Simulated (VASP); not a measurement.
Method: modified Becke-Johnson potential (mBJ), VASP's PBE PAW potentials (set 64) (plane waves; VASP).

A VASP calculation is set up with these files.

KPOINTS:
```
Automatic
0
Gamma
  4 4 4
```

### KPOINTS_OPT
```
k-points along high-symmetry lines
11
Line-mode
Reciprocal
  0.000000   0.000000   0.000000 ! GAMMA
  0.000000   0.500000   0.000000 ! X

  0.000000   0.500000   0.000000 ! X
  0.500000   0.500000   0.000000 ! M

  0.500000   0.500000   0.000000 ! M
  0.000000   0.000000   0.000000 ! GAMMA

  0.000000   0.000000   0.000000 ! GAMMA
  0.500000   0.500000   0.500000 ! R

  0.500000   0.500000   0.500000 ! R
  0.000000   0.500000   0.000000 ! X

  0.500000   0.500000   0.500000 ! R
  0.500000   0.500000   0.000000 ! M
```

INCAR:
```
SYSTEM  =  BaZrO3
PREC  =  Accurate; ENCUT  =  520; LREAL  =  .FALSE.
LASPH  =  .TRUE.
EDIFF  =  1E-6; NELM  =  200; ALGO  =  Normal
LMAXMIX  =  4; LMIXTAU  =  .TRUE.
ISMEAR  =  0; SIGMA  =  0.05
METAGGA  =  MBJ
ISIF  =  0
LWAVE  =  .FALSE.; LCHARG  =  .FALSE.
```

POSCAR:
```
BaZrO3
1.0
  4.2365739824   0.0000000000   0.0000000000
  0.0000000000   4.2365739824   0.0000000000
  0.0000000000   0.0000000000   4.2365739824
Ba Zr O
1 1 3
Direct
  0.0000000000   0.0000000000   0.0000000000
  0.5000000000   0.5000000000   0.5000000000
  0.5000000000   0.0000000000   0.5000000000
  0.0000000000   0.5000000000   0.5000000000
  0.5000000000   0.5000000000   0.0000000000
```

POTCAR, in this order: Ba_sv Zr_sv O (PBE.64 set). Program: vasp_std. Read from the step before: WAVECAR.

File OSZICAR:
```
...
DAV: 164     0.588859978319E+03    0.11938E+00   -0.21508E+00   480   0.105E+01    0.929E-01
DAV: 165     0.588792014868E+03   -0.67963E-01   -0.37927E-02   584   0.140E+00    0.968E-01
DAV: 166     0.588766593376E+03   -0.25421E-01   -0.11105E-01   544   0.235E+00    0.853E-01
DAV: 167     0.588821437528E+03    0.54844E-01   -0.30934E-01   592   0.421E+00    0.730E-01
DAV: 168     0.588802250231E+03   -0.19187E-01   -0.11532E-01   568   0.228E+00    0.630E-01
DAV: 169     0.588848648308E+03    0.46398E-01   -0.12114E-02   488   0.760E-01    0.648E-01
DAV: 170     0.588861169636E+03    0.12521E-01   -0.26073E-02   544   0.109E+00    0.687E-01
DAV: 171     0.588789866602E+03   -0.71303E-01   -0.67710E-02   520   0.172E+00    0.805E-01
DAV: 172     0.588858485619E+03    0.68619E-01   -0.11281E-01   512   0.238E+00    0.926E-01
DAV: 173     0.588807630846E+03   -0.50855E-01   -0.30533E-03   608   0.403E-01    0.938E-01
DAV: 174     0.588862903187E+03    0.55272E-01   -0.36283E-02   512   0.145E+00    0.971E-01
DAV: 175     0.588848077039E+03   -0.14826E-01   -0.17664E-02   528   0.932E-01    0.921E-01
DAV: 176     0.588882784037E+03    0.34707E-01   -0.24858E-02   600   0.116E+00    0.858E-01
DAV: 177     0.588891813529E+03    0.90295E-02   -0.22737E-01   560   0.310E+00    0.631E-01
DAV: 178     0.588898670181E+03    0.68567E-02   -0.21201E-03   680   0.251E-01    0.613E-01
DAV: 179     0.588880473120E+03   -0.18197E-01   -0.15159E-01   560   0.268E+00    0.756E-01
DAV: 180     0.588887770974E+03    0.72979E-02   -0.45527E-04   608   0.161E-01    0.751E-01
DAV: 181     0.588887314578E+03   -0.45640E-03   -0.47124E-05   616   0.450E-02    0.753E-01
DAV: 182     0.588940499437E+03    0.53185E-01   -0.81194E-02   504   0.223E+00    0.712E-01
DAV: 183     0.588951703548E+03    0.11204E-01   -0.67978E-03   568   0.621E-01    0.697E-01
DAV: 184     0.589176214287E+03    0.22451E+00   -0.14139E-01   592   0.270E+00    0.612E-01
DAV: 185     0.589249150238E+03    0.72936E-01   -0.43326E-02   480   0.154E+00    0.619E-01
DAV: 186     0.589249992201E+03    0.84196E-03   -0.22087E-03   608   0.318E-01    0.616E-01
DAV: 187     0.588858567324E+03   -0.39142E+00   -0.55997E-01   600   0.480E+00    0.102E+00
DAV: 188     0.588774418339E+03   -0.84149E-01   -0.37211E-01   488   0.421E+00    0.889E-01
DAV: 189     0.588559196274E+03   -0.21522E+00   -0.29902E-01   544   0.388E+00    0.891E-01
DAV: 190     0.588386427974E+03   -0.17277E+00   -0.11608E-01   520   0.244E+00    0.918E-01
DAV: 191     0.588343423199E+03   -0.43005E-01   -0.37332E-02   584   0.133E+00    0.916E-01
DAV: 192     0.588383484665E+03    0.40061E-01   -0.27321E-01   480   0.356E+00    0.973E-01
DAV: 193     0.588366733768E+03   -0.16751E-01   -0.10893E-02   592   0.727E-01    0.967E-01
DAV: 194     0.588347099052E+03   -0.19635E-01   -0.46095E-02   544   0.139E+00    0.958E-01
DAV: 195     0.588342175799E+03   -0.49233E-02   -0.11285E-03   664   0.201E-01    0.956E-01
DAV: 196     0.588341620443E+03   -0.55536E-03   -0.11589E-02   600   0.672E-01    0.940E-01
DAV: 197     0.588355965249E+03    0.14345E-01   -0.55124E-01   576   0.465E+00    0.101E+00
DAV: 198     0.588394692604E+03    0.38727E-01   -0.21560E-02   552   0.937E-01    0.978E-01
DAV: 199     0.588331875004E+03   -0.62818E-01   -0.18483E-02   496   0.120E+00    0.969E-01
DAV: 200     0.588247222886E+03   -0.84652E-01   -0.24496E-02   496   0.112E+00
   1 F= 0.58824722E+03 E0= 0.58824722E+03  d E =-.726788E-28
       N       E                     dE             ncg
       N       E                     dE             ncg
       N       E                     dE             ncg
       N       E                     dE             ncg
       N       E                     dE             ncg
       N       E                     dE             ncg
       N       E                     dE             ncg
```

Question: The electronic loop did not converge. What happens with NELM = 300, IMIX = 1, AMIX = 0.1?

Answer: The run crashed.
**OSZICAR**
```
...
DAV:  84     0.583613864062E+03   -0.23020E+02   -0.11132E+03   496   0.316E+02    0.956E+00
DAV:  85     0.609250817240E+03    0.25637E+02   -0.57135E+02   584   0.168E+02    0.864E+00
DAV:  86     0.617385630088E+03    0.81348E+01   -0.12562E+02   528   0.880E+01    0.747E+00
DAV:  87     0.459872903852E+03   -0.15751E+03   -0.17256E+03   712   0.326E+02    0.193E+01
DAV:  88     0.608001175125E+03    0.14813E+03   -0.18505E+03   624   0.239E+02    0.225E+01
DAV:  89     0.555935007852E+03   -0.52066E+02   -0.16271E+03   784   0.148E+02    0.455E+01
DAV:  90     0.563639466267E+03    0.77045E+01   -0.32813E+03   800   0.227E+02    0.478E+01
DAV:  91     0.568789499134E+03    0.51500E+01   -0.29027E+03   784   0.132E+02    0.525E+01
DAV:  92     0.574878605527E+03    0.60891E+01   -0.29021E+03   728   0.212E+02    0.197E+01
DAV:  93     0.598944808443E+03    0.24066E+02   -0.87573E+02   624   0.146E+02    0.126E+01
DAV:  94     0.612409161578E+03    0.13464E+02   -0.32907E+02   640   0.126E+02    0.101E+01
DAV:  95     0.613821896771E+03    0.14127E+01   -0.45024E+01   584   0.447E+01    0.120E+01
DAV:  96     0.615889698502E+03    0.20678E+01   -0.29543E+01   640   0.434E+01    0.884E+00
DAV:  97     0.607078297710E+03   -0.88114E+01   -0.81690E+01   624   0.741E+01    0.940E+00
DAV:  98     0.613714113972E+03    0.66358E+01   -0.19177E+02   584   0.105E+02    0.778E+00
DAV:  99    -0.690493119789E+03   -0.13042E+04   -0.13953E+04   704   0.119E+03    0.487E+01
DAV: 100     0.426019624929E+03    0.11165E+04   -0.79425E+03   632   0.430E+02    0.921E+01
DAV: 101     0.541677164469E+03    0.11566E+03   -0.46861E+03   728   0.112E+02    0.510E+01
DAV: 102     0.587936537918E+03    0.46259E+02   -0.29858E+03   792   0.247E+02    0.175E+01
DAV: 103     0.608231530088E+03    0.20295E+02   -0.15267E+03   600   0.188E+02    0.200E+01
DAV: 104     0.621550203237E+03    0.13319E+02   -0.23279E+02   560   0.110E+02    0.124E+01
DAV: 105    -0.683094052687E+02   -0.68986E+03   -0.64939E+03   752   0.492E+02    0.336E+01
DAV: 106     0.577084637008E+03    0.64539E+03   -0.36302E+03   632   0.237E+02    0.478E+01
DAV: 107     0.565101530843E+03   -0.11983E+02   -0.32556E+03   672   0.144E+02    0.274E+01
DAV: 108     0.567549960487E+03    0.24484E+01   -0.14493E+03   776   0.182E+02    0.155E+01
DAV: 109     0.597631620570E+03    0.30082E+02   -0.37533E+02   496   0.177E+02    0.163E+01
DAV: 110     0.602599156686E+03    0.49675E+01   -0.10219E+02   624   0.753E+01    0.114E+01
DAV: 111     0.595646431780E+03   -0.69527E+01   -0.44638E+01   600   0.403E+01    0.119E+01
DAV: 112     0.594237902332E+03   -0.14085E+01   -0.24248E+02   520   0.120E+02    0.958E+00
DAV: 113     0.595846890629E+03    0.16090E+01   -0.20971E+02   608   0.103E+02    0.959E+00
DAV: 114     0.595584015196E+03   -0.26288E+00   -0.23776E+02   624   0.127E+02    0.842E+00
DAV: 115    -0.899405008595E+03   -0.14950E+04   -0.14372E+04   648   0.440E+02    0.316E+01
DAV: 116     0.583045507837E+03    0.14825E+04   -0.35982E+03   688   0.314E+02    0.615E+01
DAV: 117     0.533233412791E+03   -0.49812E+02   -0.35938E+03   712   0.114E+02    0.820E+01
DAV: 118     0.535226785857E+03    0.19934E+01   -0.28964E+03   752   0.149E+02    0.296E+01
DAV: 119     0.577647595447E+03    0.42421E+02   -0.26393E+03   664   0.193E+02    0.280E+01
DAV: 120     0.339883984918E+03   -0.23776E+03   -0.45865E+03   656   0.215E+02    0.174E+01
DAV: 121     0.597655336809E+03    0.25777E+03   -0.50752E+02   560   0.109E+02    0.173E+01
DAV: 122     0.577487011947E+03   -0.20168E+02   -0.42761E+02   608   0.113E+02    0.133E+01
DAV: 123     0.149490323217E+03   -0.42800E+03   -0.45978E+03   632   0.770E+01    0.177E+02
```

The compound is BaZrO3 in the cubic perovskite structure. The cell's shape comes from a PBE relaxation.
